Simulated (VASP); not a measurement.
Given:

```xyz
2
Lattice="4.1200 0.0000 0.0000 0.0000 4.1200 0.0000 0.0000 0.0000 4.1200" Properties=species:S:1:pos:R:3 pbc="T T T"
Cs     0.0000     0.0000     0.0000
Cl     2.0600     2.0600     2.0600
```

The numbers are results of AM05 GGA, VASP's PBE PAW potentials (set 64) (plane waves; VASP 6.6.1), not measurements. Settings: 520 eV cut-off, 6×6×6 Γ-centred mesh, Gaussian smearing of 0.050 eV, potentials Cs_sv Cl.

Energy and stress use the plane-wave basis of the starting cell.

Problem. The ions, cell shape and volume are relaxed. What does this cell relax into?

Solution. 
```xyz
2
Lattice="4.1590 0.0000 0.0000 0.0000 4.1590 0.0000 0.0000 0.0000 4.1590" Properties=species:S:1:pos:R:3 pbc="T T T"
Cs     0.0000     0.0000     0.0000
Cl     2.0795     2.0795     2.0795
```
Space group Pm-3m (221), at a tolerance of 0.03 Å.

Problem. How do energy and volume change from the first to the last step?

Solution. The energy (σ→0) changes by -1.4 meV/atom and the volume by +2.9 %, in 4 ionic steps.

The compound is CsCl in the CsCl type structure. This run relaxes it. Symmetry was kept, so distortions that lower it aren't found.
